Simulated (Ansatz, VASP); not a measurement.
# SiSeS in two plane-wave programs

One calculation is typed for both programs; each brings its own data sets. How far apart do they land? The structure shown is the start of the Ansatz relaxation below; VASP solves that cell, so the two are compared at the walk's first step.

Main program and level: Ansatz 0.2.0; plane waves, with VASP 6.6.1 beside it; single point at LDA.

## 1. The starting structure

The cell holds 3 atoms: 1 Se, 1 S and 1 Si. Its edges and angles: a = 3.500 Å, b = 3.500 Å, c = 29.450 Å, α = 90.0°, β = 90.0°, γ = 120.0°. Vacuum lies along c. The height across the vacuum is the one that the program set for its solve, not the one typed.

## 2. Ansatz: relaxation, LDA

Ansatz runs on its default PAW (the set named soft_2) files.

The two programs are compared at the cell with which this relaxation starts, whose forces are those of its first step.

input.yaml

```yaml
crystal:
  lattice:
    - [3.4998809806, 5.8e-09, 0.0]
    - [-1.7499404953, 3.0309858366, 0.0]
    - [0.0, 0.0, 19.0352208]
  atoms:
    - { symbol: Se, position: [0.0, 0.0, 0.57420692] }
    - { symbol: S, position: [0.6666666667, 0.3333333333, 0.42579308] }
    - { symbol: Si, position: [0.3333333333, 0.6666666667, 0.49643117] }
  periodic: [true, true, false]
kpoints:
  mp_grid: { grid: [7, 7, 1] }
scf:
  occupations: { method: fermi_dirac, width: 0.05 }
hamiltonian:
  xc: lda
output:
  forces: true
  stress: true
relax:
  f_tol: 0.02
  max_steps: 50
  cell: {}
```

Started as:

```sh
ansatz run input.yaml --threads 1 --pin off --max-ram 4096MiB --backend cpu --events-out ev --progress --plain --runs-dir out
```

Numbers of over 12 decimals in the logs are rounded to 6 here.

Log:

```text
Warning: crystal.periodic: the lattice vector that does not repeat stood 0.000° off the slab's normal, 19.035 Å along it as the deck builds it. The run solves the slab on a vector along the normal, 29.450 Å long, with every atom where it was (on the deck's vector they left 16.21 Å outside them, and the widest stretch free of ions among them is 1.48 Å). A fractional position that the run reports is one of the run's ce [...]
crystal.periodic: the lattice vector that does not repeat stood 0.000° off the slab's normal, 19.035 Å along it as the deck builds it. The run solves the slab on a vector along the normal, 29.450 Å long, with every atom where it was (on the deck's vector they left 16.21 Å outside them, and the widest stretch free of ions among them is 1.48 Å). A fractional position that the run reports is one of the run's cell, which [...]
Engine: ansatz 0.2.0, aarch64-unknown-linux-gnu
Pseudopotentials: kind: paw
Pseudopotential: Se, paw, valence charge 16, recommended cutoff 420 eV (normal), Se.paw.azcp
Pseudopotential: S, paw, valence charge 6, recommended cutoff 420 eV (normal), S.paw.azcp
Pseudopotential: Si, paw, valence charge 4, recommended cutoff 420 eV (normal), Si.paw.azcp
Functional definition: SPW92
  exchange = slater_x
  correlation = pw_c
Crystal: 3 atoms, lattice volume = 312.410 Å³
Basis set: ecut = 420 eV, 6069 PW (Γ)
Bands: 17, of which v1, the nominal top of the filled ones, is band 13 counted from 1 (12 counted from 0)
Symmetry: 6 space group operations
Space group: P3m1 (ITA 156), of the structure as read, at distance tolerance 6.8e-5 Å
k-points: 8 of 49 (time reversal used)
Non-local potential: Se, projectors of the file, l = 0: 2, l = 1: 2, l = 2: 3, l = 3: 1
Non-local potential: S, projectors of the file, l = 0: 2, l = 1: 2, l = 2: 2
Non-local potential: Si, projectors of the file, l = 0: 2, l = 1: 2, l = 2: 2
PAW form: soft (Blöchl's): semilocal exchange-correlation on the pseudo side does not see the compensation charge
PAW frozen core: Se, regenerated for the run's functional, and the local potential with it (the file was generated under x = pbe(κ = 0.804, μ = 0.219515), c = pbe(β = 0.066725))
PAW frozen core: S, regenerated for the run's functional, and the local potential with it (the file was generated under x = pbe(κ = 0.804, μ = 0.219515), c = pbe(β = 0.066725))
PAW frozen core: Si, regenerated for the run's functional, and the local potential with it (the file was generated under x = pbe(κ = 0.804, μ = 0.219515), c = pbe(β = 0.066725))
PAW one-centre angular grid: Se, 590 points (default); XC on 64 Gauss nodes
PAW one-centre angular grid: S, 110 points (default); XC on 64 Gauss nodes
PAW one-centre angular grid: Si, 110 points (default); XC on 64 Gauss nodes
[...]
SCF iter   2: F=—  HF=-6862.776091 eV  |F-HF|=—  |Δ(HF+E_count)|=   7.13e-3  Δρ=2.14e-3  dr2=1.28e-1  ethr=1.13e-4  ⟨swp⟩=4.4  Hψ=310  notcnv=0  recentre
preconditioner: auto → LDOS  [insulator: Δε(μ)=0.408 eV  Ē_g=10.575 eV  σ=0.050 eV  W_gap=0.96  n_scr=16 (ndim 8)  ℏωp=8.9 eV  f_vac=0.769  D(μ)=0.11/eV (n_scr^D=2)  ε∞_Penn≈1.7  β→1.0]
SCF iter   3: F=—  HF=-6862.762944 eV  |F-HF|=—  |Δ(HF+E_count)|=   1.31e-2  Δρ=1.16e-3  dr2=1.22e-2  ethr=1.13e-4  ⟨swp⟩=4.0  Hψ=290  notcnv=0
SCF iter   4: F=—  HF=-6862.760550 eV  |F-HF|=—  |Δ(HF+E_count)|=   2.39e-3  Δρ=2.65e-4  dr2=5.29e-4  ethr=4.68e-5  ⟨swp⟩=2.5  Hψ=222  notcnv=0
SCF iter   5: F=—  HF=-6862.760494 eV  |F-HF|=—  |Δ(HF+E_count)|=   5.65e-5  Δρ=8.55e-5  dr2=1.97e-5  ethr=2.04e-6  ⟨swp⟩=3.5  Hψ=258  notcnv=0
SCF iter   6: F=—  HF=-6862.760477 eV  |F-HF|=—  |Δ(HF+E_count)|=   1.67e-5  Δρ=2.95e-5  dr2=2.01e-6  ethr=7.57e-8  ⟨swp⟩=2.9  Hψ=275  notcnv=0
SCF iter   7: F=-6862.760476 eV  HF=-6862.760476 eV  |F-HF|=1.77e-7  |Δ(HF+E_count)|=   9.87e-7  Δρ=8.44e-6  dr2=2.62e-7  ethr=1.15e-9  ⟨swp⟩=7.8  Hψ=694  notcnv=0
SCF 3 converged in 7 iterations: F = -6862.760476 eV  dr2 = 2.62e-7
relax step   3: F+E_penalty+E_count = -6862.76047605 eV  Δ(F+E_penalty+E_count) = -1.225e-2 eV  max|allowed force component| = 2.559e-1 eV/Å  Δτ_max = 0.0460 Å  P = +1.520 N/m  Ω = 278.580 Å³  energy of the carried Pulay correction = +1.018e-3 eV  fix = [c, alpha, beta]  reactions: c +0.000 N/m  (7 SCF iters, dr2 threshold 3.00e-7 eV, accepted)
[...]
relax step   4: F+E_penalty+E_count = -6862.77454641 eV  Δ(F+E_penalty+E_count) = -1.407e-2 eV  max|allowed force component| = 2.120e-1 eV/Å  Δτ_max = 0.0251 Å  P = -0.018 N/m  Ω = 285.534 Å³  energy of the carried Pulay correction = +7.991e-4 eV  fix = [c, alpha, beta]  reactions: c -0.000 N/m  (7 SCF iters, dr2 threshold 3.00e-7 eV, accepted)
[...]
relax step   5: F+E_penalty+E_count = -6862.77558774 eV  Δ(F+E_penalty+E_count) = -1.041e-3 eV  max|allowed force component| = 8.183e-3 eV/Å  Δτ_max = 0.0065 Å  P = -0.005 N/m  Ω = 285.406 Å³  energy of the carried Pulay correction = +8.030e-4 eV  fix = [c, alpha, beta]  reactions: c -0.000 N/m  (6 SCF iters, dr2 threshold 3.00e-7 eV, accepted)
[...]
relax step   6: F+E_penalty+E_count = -6862.77489664 eV  Δ(F+E_penalty+E_count) = +6.911e-4 eV  max|allowed force component| = 8.086e-3 eV/Å  Δτ_max = 0.0000 Å  P = -0.009 N/m  Ω = 285.406 Å³  fix = [c, alpha, beta]  reactions: c -0.000 N/m  stress off target by 8.97e-3 N/m on what of the cell is left free  SCF on the basis re-selected at this cell (its energy is not comparable with the rows above)  (8 SCF iters)
basis re-selected at this cell: Δ(F+E_penalty+E_count) = +6.911e-4 eV, ΔP = -0.004 N/m vs the last step (what re-selecting the basis moved, of the pressure what is left beyond the Pulay correction that the steps carried, after the strain that the cell walked since its last selection, with what the two solves' SCF thresholds leave and, on support functions, any second-order correction that the steps lacked; it is no m [...]
SCF converged after 8 iterations
Free energy (F): -6862.774897 eV
Harris-Foulkes:  -6862.774897 eV  (|F-HF|=6.37e-11)
Internal energy: -6862.774742 eV  (E = F + TS)
E sigma→0 (E₀):  -6862.774819 eV
Entropy (-TS):   -0.000155 eV (-0.052 meV/atom)
Fermi energy:    -5.585122 eV
--- Per-component energies (eV) ---
  E_band       = -720.950751
  E_kinetic    = 272.689291
  E_local      = -40074.537868  (includes V_loc(G=0)·N_el)
  E_nonlocal   = -535.273423
  E_hartree    = 19823.299007
  E_xc         = -256.795277
  E_vxc        = -236.270530  (∫ρ·V_xc dr)
  E_paw        = -2881.331794  (= ΣΔE_a)
  E_vpaw       = 205.844256  (= ΣTr[D̂ρ^β])
  E_aug_tail   = -0.000590  (compensation charges beyond the density's cutoff)
  E_ewald      = 16786.721023
  E_core_change = 2.454891  (= ΣΔE_core)
  E_smearing   = -0.000155  (= −TS)
  E_closure    = -0.000000  (closes the sum)
  Σ components = -6862.774897   (vs F -6862.774897, Δ=0.00e0)
--- Forces (eV/Å), atoms counted from 1 ---
  atom   1  Se     0.00000000     0.00000000     0.00519792
  atom   2  S     -0.00000000    -0.00000000     0.00316378
  atom   3  Si     0.00000000    -0.00000000    -0.00794830
  max |Σ_I F_I| component: 4.13e-4 eV/Å
--- 2D stress c σ (N/m, compression-positive) ---
       -0.008971       0.000000      -0.000000
        0.000000      -0.008971      -0.000000
       -0.000000      -0.000000      -0.000000
  P = ½ c Tr σ = -0.0090 N/m
--- Relaxed structure (5 steps of the walk, 5 accepted, 1 SCFs on fresh bases) ---
  F+E_penalty+E_count = -6862.77489664 eV   max|allowed force component| = 8.086e-3 eV/Å   (the final SCF, on the basis selected at the relaxed cell)
  cell:  # Å, volume = 285.4065 Å³
    - [3.345204, 5.531006468463059e-9, 0]
    - [-1.672602, 2.897032, 0]
    - [0, 0, 29.450180]
  atoms:
    - { symbol: Se, position: [0, 0, 0.369652] }
    - { symbol: S, position: [0.666667, 0.333333, 0.276846] }
    - { symbol: Si, position: [0.333333, 0.666667, 0.320725] }
```

## 3. VASP: single point, LDA, start cell

The same cell, functional (in two slightly different forms), mesh and smearing now go to VASP, with its own data sets.

Lines of VASP's logs that name or quote its potential files are left out, and so is its time.

INCAR

```
SYSTEM = SiSeS
PREC = Accurate
ENCUT = 400
EDIFF = 1E-06
NELM = 120
ISMEAR = -1
SIGMA = 0.05
LREAL = .FALSE.
ALGO = Normal
GGA = CA
NBANDS = 14
LORBIT = 11
LWAVE = .FALSE.
LCHARG = .FALSE.
ISIF = 2
LDIPOL = .TRUE.
IDIPOL = 3
DIPOL = 0.5 0.5 0.322
LVHAR = .TRUE.
LASPH = .TRUE.
GGA_COMPAT = .FALSE.
EFERMI = MIDGAP
NELMDL = -8
```

POSCAR

```
SiSeS
1.0
    3.4998810000      0.0000000000      0.0000000000
   -1.7499400000      3.0309860000      0.0000000000
    0.0000000000      0.0000000000     29.4501800000
Se S Si
1 1 1
Direct
    0.0000000000      0.0000000000      0.3711405499
    0.6666665312      0.3333334433      0.2752127491
    0.3333331831      0.6666665567      0.3208699234
```

KPOINTS

```
Automatic mesh
0
Gamma
7 7 1
0 0 0
```

PAW data sets: Se, S and Si (LDA family, release 64).

Started as:

```sh
mpirun -np 1 vasp_std
```

Log:

```text
[banner, memory and clock lines left out]
running    1 mpi-ranks, on    1 nodes
 distrk:  each k-point on    1 cores,    1 groups
 distr:  one band on    1 cores,    1 groups

 POSCAR found type information on POSCAR SeS Si
 POSCAR found :  3 types and       3 ions
 LDA part: xc-table for (Slater(with rela. corr.)+CA(PZ))
 , standard interpolation
 POSCAR, INCAR and KPOINTS ok, starting setup
 FFT: planning ... GRIDC
 FFT: planning ... GRID_SOFT
 FFT: planning ... GRID
 WAVECAR not read
 entering main loop
       N       E                     dE             d eps       ncg     rms          rms(c)
DAV:   1     0.112123857169E+03    0.11212E+03   -0.40633E+03   224   0.627E+02
DAV:   2    -0.253236779723E+01   -0.11466E+03   -0.10697E+03   412   0.130E+02
DAV:   3    -0.157859081477E+02   -0.13254E+02   -0.13065E+02   296   0.589E+01
DAV:   4    -0.161441593861E+02   -0.35825E+00   -0.35684E+00   304   0.118E+01
DAV:   5    -0.161538276937E+02   -0.96683E-02   -0.96669E-02   292   0.200E+00
DAV:   6    -0.161541857990E+02   -0.35811E-03   -0.35808E-03   328   0.370E-01
DAV:   7    -0.161541957979E+02   -0.99989E-05   -0.99992E-05   334   0.528E-02
DAV:   8    -0.161541958597E+02   -0.61744E-07   -0.61451E-07   270   0.401E-03    0.761E+00
DAV:   9    -0.159408706094E+02    0.21333E+00   -0.23401E-01   302   0.307E+00    0.464E+00
DAV:  10    -0.158982533026E+02    0.42617E-01   -0.19622E-01   302   0.260E+00    0.708E-01
DAV:  11    -0.158948570504E+02    0.33963E-02   -0.16761E-02   302   0.937E-01    0.407E-01
DAV:  12    -0.158946288591E+02    0.22819E-03   -0.34212E-03   308   0.338E-01    0.133E-01
DAV:  13    -0.158947383422E+02   -0.10948E-03   -0.30965E-04   290   0.127E-01    0.491E-02
DAV:  14    -0.158948453067E+02   -0.10696E-03   -0.70258E-05   296   0.566E-02    0.172E-02
[...]
DAV:  18    -0.158951975031E+02   -0.10652E-03   -0.12851E-05   254   0.121E-02    0.295E-03
DAV:  19    -0.158952262250E+02   -0.28722E-04   -0.16303E-06   292   0.439E-03    0.169E-03
DAV:  20    -0.158952495116E+02   -0.23287E-04   -0.82553E-07   246   0.278E-03    0.141E-03
DAV:  21    -0.158952559950E+02   -0.64834E-05   -0.71467E-08   250   0.117E-03    0.478E-04
DAV:  22    -0.158952630855E+02   -0.70904E-05   -0.44921E-07   238   0.176E-03    0.433E-04
DAV:  23    -0.158952649798E+02   -0.18943E-05   -0.38282E-08   250   0.673E-04    0.135E-04
DAV:  24    -0.158952666045E+02   -0.16247E-05   -0.28330E-08   232   0.499E-04    0.250E-04
DAV:  25    -0.158952672468E+02   -0.64233E-06   -0.79568E-09   238   0.290E-04
   1 F= -.15895267E+02 E0= -.15895188E+02  d E =-.157987E-03
```

OUTCAR, selected parts (step 3):

```text
ion  position               nearest neighbor table
   1  0.000  0.000  0.371-   3 2.50   3 2.50   3 2.50
   2  0.667  0.333  0.275-   3 2.43   3 2.43   3 2.43
   3  0.333  0.667  0.321-   2 2.43   2 2.43   2 2.43   1 2.50   1 2.50   1 2.50

  LATTYP: Found a hexagonal cell.
 ALAT       =     3.4998810000
 C/A-ratio  =     8.4146232400

 Subroutine GETGRP returns: Found  6 space group operations
 (whereof  6 operations were pure point group operations)

The static configuration has the point symmetry C_3v.

 Found      8 irreducible k-points:

   k-points           NKPTS =      8   k-points in BZ     NKDIM =      8   number of bands    NBANDS=     14

   dimension x,y,z NGX =    24 NGY =   24 NGZ =  192
   dimension x,y,z NGXF=    48 NGYF=   48 NGZF=  384

   ENCUT  =  400.0 eV  29.40 Ry    5.42 a.u.   5.71  5.71 48.03*2*pi/ulx,y,z

   NELECT =      16.0000    total number of electrons

 k-points in reciprocal lattice and weights: Automatic mesh
   0.00000000  0.00000000  0.00000000       0.020
   0.14285714  0.00000000  0.00000000       0.122
   0.28571429  0.00000000  0.00000000       0.122
   0.42857143  0.00000000  0.00000000       0.122
   0.14285714  0.14285714  0.00000000       0.122
   0.28571429  0.14285714  0.00000000       0.245
   0.42857143  0.14285714  0.00000000       0.122
   0.28571429  0.28571429  0.00000000       0.122

 dipolmoment           0.000000      0.000000     -0.020224 electrons x Angstroem

 average (electrostatic) potential at core
       1 -67.7617       2 -95.5791       3 -95.7342

 E-fermi :  -3.7926

 k-point     1 :       0.0000    0.0000    0.0000
  band No.  band energies     occupation
    ...
      4      -5.4122      2.00000
      5      -5.1475      2.00000
      6      -5.1475      2.00000
      7      -4.1961      1.99937
      8      -4.1961      1.99937
      9      -2.0809      0.00000
     10      -0.6510      0.00000
     11       0.1909      0.00000
     12       0.1909      0.00000
     13       1.4062      0.00000
    ...

 k-point     2 :       0.1429    0.0000    0.0000
  band No.  band energies     occupation
    ...
      4      -6.7503      2.00000
      5      -5.7252      2.00000
      6      -5.4338      2.00000
      7      -5.2968      2.00000
      8      -4.1579      1.99866
      9      -1.4408      0.00000
     10      -0.1531      0.00000
     11       0.6555      0.00000
     12       0.8805      0.00000
     13       1.8041      0.00000
    ...

 k-point     3 :       0.2857    0.0000    0.0000
  band No.  band energies     occupation
    ...
      4      -8.4451      2.00000
      5      -6.8041      2.00000
      6      -6.5160      2.00000
      7      -5.1307      2.00000
      8      -4.4420      2.00000
      9      -2.5172      0.00000
     10       0.3485      0.00000
     11       1.2755      0.00000
     12       1.4606      0.00000
     13       2.2078      0.00000
    ...

  Total       -4.0282031     -4.0282034     -2.7793783     -0.0000007      0.0000000      0.0000000
  in kB      -20.6584044    -20.6584064    -14.2538796     -0.0000034      0.0000000      0.0000000
  external PRESSURE =     -18.5235634 kB  Pullay stress =       0.0000000 kB

  energy-cutoff  :      400.00
  volume of cell :      312.41
      direct lattice vectors                 reciprocal lattice vectors
     3.499881000  0.000000000  0.000000000     0.285724000  0.164962774  0.000000000
    -1.749940000  3.030986000  0.000000000     0.000000000  0.329925641  0.000000000
     0.000000000  0.000000000 29.450180000     0.000000000  0.000000000  0.033955650

 POSITION                                       TOTAL-FORCE (eV/Angst)
 -----------------------------------------------------------------------------------
      0.00000      0.00000     10.93016        -0.000000      0.000000     -0.946006
      1.74994      1.01033      8.10506         0.000000      0.000000      1.013975
     -0.00000      2.02066      9.44968        -0.000000      0.000000     -0.067968
 -----------------------------------------------------------------------------------
    total drift:                                0.000376     -0.000181      0.000313

  FREE ENERGIE OF THE ION-ELECTRON SYSTEM (eV)
  ---------------------------------------------------
  free  energy   TOTEN  =       -15.8952672468 eV

  energy  without entropy=      -15.8951092597  energy(sigma->0) =      -15.89518825

 vacuum level on the upper side and lower side of the slab         1.915         2.260

 total charge
# of ion       s       p       d       tot
------------------------------------------
    1        1.484   2.323   0.039   3.846
    2        1.359   2.298   0.000   3.658
    3        0.695   0.725   0.000   1.420
--------------------------------------------------
tot          3.539   5.346   0.039   8.924

[... 3 further parts left out ...]
```

## 4. Differences

Known differences besides the potentials themselves: the two LDA forms differ slightly; Ansatz cuts the interaction across the vacuum, VASP repeats the sheet with a dipole correction; the data sets hold 26 valence electrons in Ansatz (on its default PAW (the set named soft_2) files) and 16 in VASP; the cutoff is 420 eV in Ansatz and 400 eV in VASP; VASP's log shows a relativistic correction to its local exchange, Ansatz's none. Total energies have different zeros and are not compared.

Forces (eV/Å; atoms numbered as in POSCAR):

```
atom        Ansatz x, y, z          VASP x, y, z
 Se1  0.000, 0.000, -0.971  0.000, 0.000, -0.946
  S2   0.000, 0.000, 1.010   0.000, 0.000, 1.014
 Si3  0.000, 0.000, -0.038  0.000, 0.000, -0.068
```

The forces differ by 13 meV/Å r.m.s., which is 2.9 % of the r.m.s. force of 0.463 eV/Å (both taken over all components). With vacuum in the cell, a pressure given here is an average over mostly empty space and none of the material.

## 5. Summary of results

* r.m.s. force difference (single point, LDA, start cell): 2.9 % of the r.m.s. force

**Reading.** The r.m.s. force difference is 2.9 % of the r.m.s. force (single point, LDA, start cell), at about the 3 % picked in this series as the mark of a large difference. The data sets hold unlike numbers of valence electrons (26 in Ansatz and 16 in VASP), so part of the differences comes from the potentials. 1 further run of this series is not shown here. Such differences can come from data sets, numerical settings and the points named under the comparisons, not from the functional's error against experiment.

[Lines on the potential files, build, host, timing and source positions are cut from VASP's logs without a mark.]

[Logs are printed without paths, hosts, clocks, repeated set-up lines and the standing remarks that a program may print on its own settings, such as how far it seeks lower states.]

[Hosts, paths, dates, database ids (printed as entryN), source tags and the programs' standing remarks are cut or masked in the printed files.]
